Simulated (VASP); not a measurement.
Energy against volume of KCl (rock salt). Computed with MS2 meta-GGA, VASP's PBE PAW potentials (set 64) (plane waves; VASP 6.6.1).

```csv
V (Å³/atom),E (eV/atom)
29.439,-8.60559
30.379,-8.61174
31.318,-8.61384
32.258,-8.61257
33.197,-8.60848
```

Fit a third-order Birch-Murnaghan equation of state.

```json
{
  "volume_per_atom": "31.41 Å³/atom",
  "bulk_modulus": "18.9 GPa",
  "pressure_derivative_of_the_bulk_modulus": "5.11",
  "lattice_constant_a": "0.6310 nm"
}
```

The compound is KCl in the rock salt structure. It was relaxed first.
